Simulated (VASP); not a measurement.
# BaTiO3: the band gap up a ladder of functionals, part 4 of 7

Aim: the band gap of BaTiO3 at many levels of theory on one cell, with the cost of each. The start is a cell from a database of measured crystal structures.

VASP 6.6.1, plane waves and PAW; the level of theory is named at each step.

So far, least gap on mesh and path (eV): step 2 (bands, level LDA, k 4×4×4) 1.63; step 3 (bands, level PBEsol, k 4×4×4) 1.68; step 4 (bands, level PBE, k 4×4×4) 1.72; step 5 (bands, level r2SCAN, k 4×4×4) 2.11; step 7 (bands, level AM05, k 4×4×4) 1.67.

## Step 9: Bands with HSE06, k 4×4×4

This step: HSE06; plane waves and PAW (Ba_sv, Ti_sv, O) (VASP 6.6.1).

HSE06 mixes in a quarter of exact exchange at short range, at far higher cost; in semiconductors this cures much of the gap error, while metals seldom gain.

INCAR reads:

```
SYSTEM = BaTiO3
PREC = Accurate
ENCUT = 520
EDIFF = 1E-06
NELM = 100
ISMEAR = 0
SIGMA = 0.02
LREAL = .FALSE.
ALGO = Normal
LHFCALC = .TRUE.
AEXX = 0.25
GGA = PE
HFSCREEN = 0.2
LASPH = .TRUE.
NBANDS = 26
PRECFOCK = Fast
LORBIT = 11
LWAVE = .FALSE.
LCHARG = .FALSE.
KPAR = 8
```

POSCAR reads:

```
BaTiO3
1.0
    4.0060000000      0.0000000000      0.0000000000
    0.0000000000      4.0060000000      0.0000000000
    0.0000000000      0.0000000000      4.0060000000
Ba Ti O
1 1 3
Direct
    0.5000000000      0.5000000000      0.5000000000
    0.0000000000      0.0000000000      0.0000000000
    0.5000000000      0.0000000000      0.0000000000
    0.0000000000      0.5000000000      0.0000000000
    0.0000000000      0.0000000000      0.5000000000
```

KPOINTS reads:

```
Automatic mesh
0
Gamma
4 4 4
0 0 0
```

KPOINTS_OPT reads:

```
Line mode
6
Line-mode
Reciprocal
  0.00000000   0.00000000   0.00000000 GAMMA
  0.00000000   0.50000000   0.00000000 X

  0.00000000   0.50000000   0.00000000 X
  0.50000000   0.50000000   0.00000000 M

  0.50000000   0.50000000   0.00000000 M
  0.00000000   0.00000000   0.00000000 GAMMA

  0.00000000   0.00000000   0.00000000 GAMMA
  0.50000000   0.50000000   0.50000000 R

  0.50000000   0.50000000   0.50000000 R
  0.00000000   0.50000000   0.00000000 X

  0.50000000   0.50000000   0.00000000 M
  0.50000000   0.50000000   0.50000000 R
```

Potentials, in the order of the species: Ba_sv, Ti_sv and O (PBE family, release 64).

The run starts from files that an earlier step left in the folder.

Run with:

```
$ mpirun -np 8 vasp_std
```

Numbers of over 12 decimals in the logs are rounded to 6 here.

Log:

```text
[banner, memory and clock lines left out]
running    8 mpi-ranks, on    1 nodes
[...]
[... a notice as in an earlier step ...]

 LDA part: xc-table for (Slater+PW92), standard interpolation
 found WAVECAR, reading the header
 POSCAR, INCAR and KPOINTS ok, starting setup
[...]
reading WAVECAR
 the WAVECAR file was read successfully
 initial charge from wavefunction
 entering main loop
       N       E                     dE             d eps       ncg     rms          rms(c)
DAV:   1    -0.486604332613E+02   -0.48660E+02   -0.20201E+00   596   0.125E+01    0.344E+00
DAV:   2    -0.484501947199E+02    0.21024E+00   -0.60786E-01   584   0.970E+00    0.834E-01
DAV:   3    -0.484776470482E+02   -0.27452E-01   -0.68516E-02   722   0.180E+00    0.802E-01
DAV:   4    -0.484709002621E+02    0.67468E-02   -0.30261E-02   638   0.170E+00    0.338E-01
[...]
DAV:  10    -0.484716654822E+02   -0.19221E-05   -0.31478E-06   534   0.131E-02    0.146E-02
[...]
1 F= -.48471667E+02 E0= -.48471667E+02  d E =-.220377E-25
 Start KPOINTS_OPT (optional k-point list driver)
k-point batch [1-10\36]
       N       E                     dE             ncg
DAV:   1     0.271216327587E+03   -0.71044E+04      520
DAV:   2    -0.413196989255E+04   -0.44032E+04      560
DAV:   3    -0.476125749375E+04   -0.62929E+03      680
DAV:   4    -0.481705876961E+04   -0.55801E+02      670
DAV:   5    -0.481884097328E+04   -0.17822E+01      762
DAV:   6    -0.481889148649E+04   -0.50513E-01      722
DAV:   7    -0.481889247763E+04   -0.99113E-03      748
DAV:   8    -0.481889250135E+04   -0.23720E-04      634
DAV:   9    -0.481889250195E+04   -0.60533E-06      470
[...]
k-point batch [31-36\36]
       N       E                     dE             ncg
DAV:   1     0.486543087651E+04   -0.86282E+04      312
DAV:   2     0.217891973345E+04   -0.26865E+04      356
DAV:   3     0.179945609680E+04   -0.37946E+03      386
DAV:   4     0.176991610684E+04   -0.29540E+02      458
DAV:   5     0.176887944078E+04   -0.10367E+01      456
DAV:   6     0.176885237562E+04   -0.27065E-01      436
DAV:   7     0.176885172912E+04   -0.64650E-03      434
DAV:   8     0.176885171082E+04   -0.18304E-04      396
DAV:   9     0.176885171019E+04   -0.63197E-06      284
```

Elapsed: 14 min, on 8 MPI ranks of AMD EPYC 7R43, shared host; peak memory 2.3 GiB.

Parts of OUTCAR (step 9):

```text
 POSITION                                       TOTAL-FORCE (eV/Angst)
 -----------------------------------------------------------------------------------
      2.00300      2.00300      2.00300         0.000000      0.000000      0.000000
      0.00000      0.00000      0.00000         0.000000      0.000000      0.000000
      2.00300      0.00000      0.00000         0.000000      0.000000      0.000000
      0.00000      2.00300      0.00000         0.000000      0.000000      0.000000
      0.00000      0.00000      2.00300         0.000000      0.000000      0.000000
 -----------------------------------------------------------------------------------
    total drift:                                0.000004     -0.000001     -0.000003

  FREE ENERGIE OF THE ION-ELECTRON SYSTEM (eV)
  ---------------------------------------------------
  free  energy   TOTEN  =       -48.4716669932 eV

  energy  without entropy=      -48.4716669932  energy(sigma->0) =      -48.47166699

[... 1 part as in an earlier step ...]

[... 2 further parts left out ...]
[key lines of the parts left out:]
E-fermi :   2.9118
```

The electronic bands at the labelled points (eV, zero at the valence-band top; v1 is the highest filled band, c1 the lowest empty one):

```
          point     v4     v3     v2     v1    c1    c2    c3    c4
              Γ  -1.17  -0.12  -0.12  -0.12  3.14  3.14  3.14  5.24
0.40 of the way  -1.48  -1.01  -0.38  -0.38  3.20  3.87  3.87  5.24
              X  -1.93  -1.93  -0.76  -0.76  3.31  5.05  5.05  5.25
0.60 of the way  -1.56  -1.29  -1.14  -0.36  4.50  5.06  5.32  6.07
              M  -1.92  -0.92  -0.92  -0.09  5.07  5.07  5.59  6.19
0.40 of the way  -1.59  -1.25  -1.03  -0.43  4.42  4.54  4.91  5.99
              Γ  -1.17  -0.12  -0.12  -0.12  3.14  3.14  3.14  5.24
0.40 of the way  -2.15  -0.80  -0.72  -0.72  4.28  4.32  4.32  6.82
              R  -2.54   0.00   0.00   0.00  5.85  5.85  5.85  8.34
0.40 of the way  -2.46  -0.74  -0.48  -0.32  5.15  5.46  5.47  7.96
              X  -1.93  -1.93  -0.76  -0.76  3.31  5.05  5.05  5.25
      jump to M  -1.92  -0.92  -0.92  -0.09  5.07  5.07  5.59  6.19
0.40 of the way  -2.67  -0.69  -0.69  -0.06  5.31  5.31  5.68  7.33
              R  -2.54   0.00   0.00   0.00  5.85  5.85  5.85  8.34
```

Of the projections kept (Ba, Ti, O), the largest for each band there; the rest of the weight can lie on other orbitals:

```
point      v4      v3      v2      v1       c1       c2       c3       c4
    Γ  O 1.00  O 0.94  O 0.94  O 0.94  Ti 0.96  Ti 0.96  Ti 0.96  Ti 0.95
    X  O 0.74  O 0.74  O 0.94  O 0.94  Ti 1.00  Ti 0.83  Ti 0.83  Ti 0.95
    M  O 0.86  O 0.88  O 0.88  O 0.98  Ti 0.84  Ti 0.84  Ti 0.87  Ti 0.89
    Γ  O 1.00  O 0.94  O 0.94  O 0.94  Ti 0.96  Ti 0.96  Ti 0.96  Ti 0.95
    R  O 0.58  O 1.00  O 1.00  O 1.00  Ti 0.84  Ti 0.84  Ti 0.84  Ba 0.84
    X  O 0.74  O 0.74  O 0.94  O 0.94  Ti 1.00  Ti 0.83  Ti 0.83  Ti 0.95
```

The gap is 3.14 eV, indirect, from R to Γ. Against LDA that is +1.51 eV; this run took 25 times the core time, on fewer points of the path.

## Step 10: Bands with HSEsol, k 4×4×4

This step: HSEsol; plane waves and PAW (Ba_sv, Ti_sv, O) (VASP 6.6.1).

HSEsol is the screened hybrid built on PBEsol.

Changes to INCAR since step 9:

```diff
@@ -11,3 +11,3 @@
 AEXX = 0.25
-GGA = PE
+GGA = PS
 HFSCREEN = 0.2
```

POSCAR is that of step 9.

KPOINTS is that of step 9.

KPOINTS_OPT is that of step 9.

Run with:

```
$ mpirun -np 8 vasp_std
```

Log:

```text
[banner, memory and clock lines left out]
running    8 mpi-ranks, on    1 nodes
[...]
[... a notice as in an earlier step ...]

 [... a notice as in an earlier step ...]

 LDA part: xc-table for (Slater+PW92), standard interpolation
 found WAVECAR, reading the header
 POSCAR, INCAR and KPOINTS ok, starting setup
[...]
reading WAVECAR
 the WAVECAR file was read successfully
 initial charge from wavefunction
 entering main loop
       N       E                     dE             d eps       ncg     rms          rms(c)
DAV:   1    -0.501583097037E+02   -0.50158E+02   -0.21465E+00   540   0.136E+01    0.355E+00
DAV:   2    -0.499825718624E+02    0.17574E+00   -0.46146E-01   582   0.890E+00    0.109E+00
DAV:   3    -0.499942125552E+02   -0.11641E-01   -0.58175E-02   742   0.192E+00    0.722E-01
DAV:   4    -0.499897099416E+02    0.45026E-02   -0.27106E-02   668   0.137E+00    0.325E-01
[...]
DAV:   9    -0.499901972996E+02   -0.12676E-05   -0.52567E-06   584   0.217E-02    0.221E-02
[...]
1 F= -.49990199E+02 E0= -.49990199E+02  d E =-.564677E-55
 Start KPOINTS_OPT (optional k-point list driver)
k-point batch [1-10\36]
       N       E                     dE             ncg
DAV:   1     0.232583860031E+03   -0.71430E+04      520
DAV:   2    -0.416033765470E+04   -0.43929E+04      560
DAV:   3    -0.478735326406E+04   -0.62702E+03      672
DAV:   4    -0.484381126338E+04   -0.56458E+02      670
DAV:   5    -0.484567955996E+04   -0.18683E+01      762
DAV:   6    -0.484573377923E+04   -0.54219E-01      708
DAV:   7    -0.484573487506E+04   -0.10958E-02      748
DAV:   8    -0.484573490258E+04   -0.27514E-04      634
DAV:   9    -0.484573490332E+04   -0.74670E-06      478
[...]
k-point batch [31-36\36]
       N       E                     dE             ncg
DAV:   1     0.484255017621E+04   -0.86511E+04      312
DAV:   2     0.216212027155E+04   -0.26804E+04      356
DAV:   3     0.178330534880E+04   -0.37881E+03      386
DAV:   4     0.175371564995E+04   -0.29590E+02      458
DAV:   5     0.175267083169E+04   -0.10448E+01      456
DAV:   6     0.175264270532E+04   -0.28126E-01      436
DAV:   7     0.175264203921E+04   -0.66612E-03      436
DAV:   8     0.175264202092E+04   -0.18287E-04      396
DAV:   9     0.175264202030E+04   -0.61795E-06      264
```

Run time: 15 min. Hardware: 8 MPI ranks; peak memory 2.2 GiB; 1.9 h of CPU time.

OUTCAR, selected parts (step 10):

```text
 POSITION                                       TOTAL-FORCE (eV/Angst)
 -----------------------------------------------------------------------------------
      2.00300      2.00300      2.00300         0.000000      0.000000      0.000000
      0.00000      0.00000      0.00000         0.000000      0.000000      0.000000
      2.00300      0.00000      0.00000         0.000000      0.000000      0.000000
      0.00000      2.00300      0.00000         0.000000      0.000000      0.000000
      0.00000      0.00000      2.00300         0.000000      0.000000      0.000000
 -----------------------------------------------------------------------------------
    total drift:                                0.000005      0.000000     -0.000001

  FREE ENERGIE OF THE ION-ELECTRON SYSTEM (eV)
  ---------------------------------------------------
  free  energy   TOTEN  =       -49.9901990939 eV

  energy  without entropy=      -49.9901990939  energy(sigma->0) =      -49.99019909

[... 2 parts as in an earlier step ...]

[... 1 further part left out ...]
[key lines of the parts left out:]
E-fermi :   2.8819
```

The electronic bands at the labelled points (eV, zero at the valence-band top; v1 is the highest filled band, c1 the lowest empty one):

| point | v4 | v3 | v2 | v1 | c1 | c2 | c3 | c4 |
| --- | --- | --- | --- | --- | --- | --- | --- | --- |
| Γ | -1.18 | -0.12 | -0.12 | -0.12 | 3.09 | 3.09 | 3.09 | 5.26 |
| 0.40 of the way | -1.51 | -1.02 | -0.38 | -0.38 | 3.15 | 3.83 | 3.83 | 5.26 |
| X | -1.95 | -1.95 | -0.77 | -0.77 | 3.27 | 5.04 | 5.04 | 5.27 |
| 0.60 of the way | -1.58 | -1.30 | -1.14 | -0.37 | 4.48 | 5.05 | 5.29 | 6.08 |
| M | -1.94 | -0.93 | -0.93 | -0.09 | 5.05 | 5.05 | 5.57 | 6.20 |
| 0.40 of the way | -1.61 | -1.27 | -1.04 | -0.43 | 4.40 | 4.52 | 4.88 | 6.00 |
| Γ | -1.18 | -0.12 | -0.12 | -0.12 | 3.09 | 3.09 | 3.09 | 5.26 |
| 0.40 of the way | -2.18 | -0.81 | -0.72 | -0.72 | 4.25 | 4.28 | 4.28 | 6.83 |
| R | -2.55 | 0.00 | 0.00 | 0.00 | 5.84 | 5.84 | 5.84 | 8.26 |
| 0.40 of the way | -2.48 | -0.75 | -0.49 | -0.32 | 5.13 | 5.45 | 5.45 | 7.97 |
| X | -1.95 | -1.95 | -0.77 | -0.77 | 3.27 | 5.04 | 5.04 | 5.27 |
| jump to M | -1.94 | -0.93 | -0.93 | -0.09 | 5.05 | 5.05 | 5.57 | 6.20 |
| 0.40 of the way | -2.70 | -0.70 | -0.70 | -0.06 | 5.30 | 5.30 | 5.66 | 7.34 |
| R | -2.55 | 0.00 | 0.00 | 0.00 | 5.84 | 5.84 | 5.84 | 8.26 |

Of the projections kept (Ba, Ti, O), the largest for each band there; the rest of the weight can lie on other orbitals:

```
point      v4      v3      v2      v1       c1       c2       c3       c4
    Γ  O 1.00  O 0.94  O 0.94  O 0.94  Ti 0.96  Ti 0.96  Ti 0.96  Ti 0.95
    X  O 0.73  O 0.73  O 0.93  O 0.93  Ti 1.00  Ti 0.83  Ti 0.83  Ti 0.95
    M  O 0.85  O 0.87  O 0.87  O 0.98  Ti 0.84  Ti 0.84  Ti 0.87  Ti 0.89
    Γ  O 1.00  O 0.94  O 0.94  O 0.94  Ti 0.96  Ti 0.96  Ti 0.96  Ti 0.95
    R  O 0.57  O 1.00  O 1.00  O 1.00  Ti 0.84  Ti 0.84  Ti 0.84  Ba 0.83
    X  O 0.73  O 0.73  O 0.93  O 0.93  Ti 1.00  Ti 0.83  Ti 0.83  Ti 0.95
```

The gap is 3.09 eV, indirect, from R to Γ. Against LDA that is +1.46 eV; this run took 27 times the core time, on fewer points of the path.

(Part 4 of 7 ends here.)

[Lines on the potential files, build, host, timing and source positions are cut from VASP's logs without a mark.]

[Logs are printed without paths, hosts, clocks, repeated set-up lines and the standing remarks that a program may print on its own settings, such as how far it seeks lower states.]

[Hosts, paths, dates, database ids (printed as entryN), source tags and the programs' standing remarks are cut or masked in the printed files.]

[A measured line is paired with the nearest computed mode of its activity, which favours agreement.]
